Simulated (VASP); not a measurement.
Set up this calculation in VASP 6.6.1, as the native input.

| Quantity | Value |
| --- | --- |
| Task | single point |
| Functional | PBE |
| Potentials or basis | VASP PAW PBE potentials, release 64 (Ru_pv, Lu, Br) |
| Cutoff | 520 eV |
| k mesh | 2 × 2 × 3 |
| Occupations | methfessel-paxton, width 0.15 eV |
| Spin | no spin polarisation |
| Dipole correction | no |
| Further INCAR settings | ALGO = Fast; EDIFF = 1e-06; NBANDS = 93 |

The structure of LuRu3Br2 lies in POSCAR:

```
LuRu3Br2
1.0
    6.8419810000     -0.8473920000      0.2714430000
    0.0382280000      7.0233110000      0.3038450000
    0.2095290000      1.5426360000      6.0773980000
Ru Lu Br
6 2 4
Direct
    0.1034580264      0.9762640040     -0.0342791263
    0.7722841504      0.4435714561      0.7205096497
    0.0960734516      0.9482203942      0.5706642067
    0.8390919040      0.0812683340      0.7582883990
    0.8051778734      0.6017167908      0.0109190585
    0.9829698179      0.2457928293      0.1451303340
    0.2913157856      0.3868057800      0.7463888932
    0.5032934965      0.2392526639      0.2694725239
    0.4900833206      0.8515404777      0.6908759303
    0.8869137685      0.9367483363      0.2762950802
    0.4880464932      0.6500737670      0.1667842935
    0.0623396902      0.5414094506      0.4106783484
```

The cell was built by a generator and needn't be a form met in nature.

One way to write it, as run:

INCAR

```
SYSTEM = LuRu3Br2
  ALGO = Fast
  EDIFF = 1E-6
  ENCUT = 520
  GGA = PE
  ISIF = 2
  ISMEAR = 1
  LASPH = .True.
  LCHARG = .True.
  LELF = .True.
  LREAL = .False.
  LVHAR = .True.
  LWAVE = .False.
  NBANDS = 93
  NELM = 100
  PREC = Accurate
  SIGMA = 0.15
```

KPOINTS

```
k-points
0
Gamma
  2 2 3
  0 0 0
```

Potentials or basis: VASP PAW PBE potentials, release 64 (Ru_pv, Lu, Br).

Run with:

```bash
$ cat potpaw_PBE.64/Ru_pv/POTCAR potpaw_PBE.64/Lu/POTCAR potpaw_PBE.64/Br/POTCAR > POTCAR
$ mpirun -np 1 vasp_std > vasp.out
```

Results of the run:

| Property | Result |
| --- | --- |
| Pressure | -4.6 GPa |
| Largest force | 6.360 eV/Å |
| Band gap on the k mesh | none (metal or under the smearing width) |

Caveat: the k mesh is coarse (spacing up to 0.47 Å⁻¹), so the values aren't converged.

Run time: 34 min on 1 thread of Intel(R) Xeon(R) Platinum 8259CL CPU @ 2.50GHz (Skylake/Cascade Lake), on a shared host, peak memory 0.47 GiB.
